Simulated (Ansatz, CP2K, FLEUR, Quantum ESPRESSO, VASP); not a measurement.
# One calculation of Pt, 5 ways

```
CELL_PARAMETERS angstrom
2.76889 0.00000 0.00000
0.00000 2.76889 0.00000
0.00000 0.00000 24.78950
ATOMIC_POSITIONS crystal
Pt 0.50000 0.50000 0.30255
Pt 0.00000 0.00000 0.38153
Pt 0.50000 0.50000 0.46051
Pt 0.00000 0.00000 0.53949
Pt 0.50000 0.50000 0.61847
Pt 0.00000 0.00000 0.69745
```

Alike in all runs: functional PBE; k mesh 10 × 10 × 1; occupations fermi-dirac, width 0.05 eV; no spin polarisation; no spin-orbit coupling.

```json
{"program and potentials": "Ansatz, Ansatz PAW", "plane-wave cutoff (eV)": "420", "notes": "18 valence electrons an atom on average", "band gap (eV)": "no gap", "largest force (eV/Å)": "0.288"}
{"program and potentials": "FLEUR, all-electron, FLAPW", "plane-wave cutoff (eV)": "-", "notes": "-", "band gap (eV)": "no gap", "largest force (eV/Å)": "0.286"}
{"program and potentials": "VASP, PBE PAW files Pt, 520 eV", "plane-wave cutoff (eV)": "520", "notes": "10 valence electrons an atom on average", "band gap (eV)": "no gap", "largest force (eV/Å)": "0.284"}
{"program and potentials": "Quantum ESPRESSO, PseudoDojo 0.4.1 SR PBE standard", "plane-wave cutoff (eV)": "1143", "notes": "18 valence electrons an atom on average", "band gap (eV)": "no gap", "largest force (eV/Å)": "0.289"}
{"program and potentials": "CP2K, POTENTIAL_UZH Pt GTH-PBE-q18; TZVP-MOLOPT-PBE-GTH basis", "plane-wave cutoff (eV)": "-", "notes": "atomic basis; 18 valence electrons an atom on average", "band gap (eV)": "no gap", "largest force (eV/Å)": "0.282"}
```

Force on atom 2 (Pt), eV/Å:

| program and potentials | x | y | z |
| --- | --- | --- | --- |
| Ansatz, Ansatz PAW | 0.000 | 0.000 | -0.288 |
| FLEUR, all-electron, FLAPW | 0.000 | 0.000 | -0.286 |
| VASP, PBE PAW files Pt, 520 eV | 0.000 | 0.000 | -0.284 |
| Quantum ESPRESSO, PseudoDojo 0.4.1 SR PBE standard | 0.000 | 0.000 | -0.289 |
| CP2K, POTENTIAL_UZH Pt GTH-PBE-q18; TZVP-MOLOPT-PBE-GTH basis | 0.000 | 0.000 | -0.282 |

None finds a gap. Rows in atomic bases carry the error of their basis and grid, which can be large.

The functional is the same throughout but for its coding, so the spread measures potentials, basis and numerics; runs on potential files found faulty are left out.
